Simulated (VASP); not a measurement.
Output of a VASP run:

File OSZICAR:
```
       N       E                     dE             d eps       ncg     rms          rms(c)
DAV:   1     0.125290432492E+03    0.12529E+03   -0.11152E+04  8400   0.147E+03
DAV:   2    -0.213295499057E+02   -0.14662E+03   -0.14481E+03  9632   0.358E+02
DAV:   3    -0.256569290174E+02   -0.43274E+01   -0.42180E+01 11375   0.520E+01
DAV:   4    -0.256889318134E+02   -0.32003E-01   -0.31975E-01  9366   0.529E+00
DAV:   5    -0.256893574084E+02   -0.42560E-03   -0.42557E-03 11571   0.612E-01    0.238E+01
DAV:   6    -0.248962083640E+02    0.79315E+00   -0.51336E+00 10129   0.164E+01    0.778E+00
DAV:   7    -0.248126018446E+02    0.83607E-01   -0.37503E-01  9569   0.357E+00    0.443E+00
DAV:   8    -0.247880310651E+02    0.24571E-01   -0.57111E-02 10822   0.212E+00    0.307E-01
DAV:   9    -0.247876247130E+02    0.40635E-03   -0.14396E-03  9982   0.324E-01    0.185E-01
DAV:  10    -0.247875500615E+02    0.74651E-04   -0.36798E-04 10542   0.191E-01    0.348E-02
DAV:  11    -0.247875426005E+02    0.74610E-05   -0.47253E-05 10472   0.583E-02    0.150E-02
DAV:  12    -0.247875424668E+02    0.13375E-06   -0.22696E-06  7335   0.110E-02
   1 F= -.24787542E+02 E0= -.24787577E+02  d E =0.102192E-03
```

OUTCAR:
```
------------------------ aborting loop because EDIFF is reached ----------------------------------------
  FORCE on cell =-STRESS in cart. coord.  units (eV):
  Direction    XX          YY          ZZ          XY          YZ          ZX
  --------------------------------------------------------------------------------------
  Total       -0.5357748     -1.3821781     -1.2513166      0.0000000      0.0000000      0.0000000
  in kB      -20.5022916    -52.8912826    -47.8836579      0.0000000      0.0000000      0.0000000
  external PRESSURE =     -40.4257440 kB  Pullay stress =       0.0000000 kB
  volume of cell :       41.87
      direct lattice vectors                 reciprocal lattice vectors
    -1.615401000  1.634181000  3.965062000     0.000000000  0.305963660  0.126101433
     1.615401000 -1.634181000  3.965062000     0.309520670  0.000000000  0.126101433
     1.615401000  1.634181000 -3.965062000     0.309520670  0.305963660  0.000000000
 POSITION                                       TOTAL-FORCE (eV/Angst)
 -----------------------------------------------------------------------------------
      0.00000      0.00000      5.27353         0.249207      0.000000      0.051523
      0.00000      0.00000      2.65659         0.249207     -0.000000     -0.051523
      0.05359      0.00000      0.00000        -0.498414      0.000000      0.000000
 -----------------------------------------------------------------------------------
    total drift:                                0.000026     -0.000000     -0.000000
  FREE ENERGIE OF THE ION-ELECTRON SYSTEM (eV)
  ---------------------------------------------------
  free  energy   TOTEN  =       -24.7875424668 eV

  energy  without entropy=      -24.7876446588  energy(sigma->0) =      -24.78757653
```
(Selected blocks of OUTCAR.)

### POSCAR
```
WSi2
1
   -1.6154010000     1.6341810000     3.9650620000
    1.6154010000    -1.6341810000     3.9650620000
    1.6154010000     1.6341810000    -3.9650620000
Si W
2 1
Direct
  0.6650000000   0.6650000000   0.0000000000
  0.3350000000   0.3350000000   0.0000000000
 -0.0000000000   0.0165870000   0.0165870000
```

Question: Write an INCAR and KPOINTS that could have produced this output.

Answer: One answer among several that fit: the input of the run itself, PBE GGA, plane waves, VASP's PBE PAW potentials (set 64).

**INCAR**
```
# general
SYSTEM =WSi2
PREC   =Accurate
ENCUT  =520   # plane-wave cut-off (eV)
LREAL  =F
LASPH  =T   # aspherical one-centre terms

# electronic loop
EDIFF  =1E-6   # SCF stop (eV)
NELM   =100   # most electronic steps
ALGO   =Normal
LMAXMIX=6   # l cut-off of mixed one-centre charges

# smearing
ISMEAR =1
SIGMA  =0.1   # width (eV)

# functional
GGA    =PE

# ions
ISIF   =2   # forces and stress, cell fixed

# output
LWAVE  =F
LCHARG =F
```

### KPOINTS
```
kpoints
0
G
 12 12 12
0 0 0
```

POTCAR, in this order: Si W_sv (PBE.64 set). Program: vasp_std.

The compound is WSi2 in the MoSi2 type structure. The cell was not relaxed at this level. The run is one of a series of settings (ENCUT = 520 against the base run), some of them coarse on purpose.
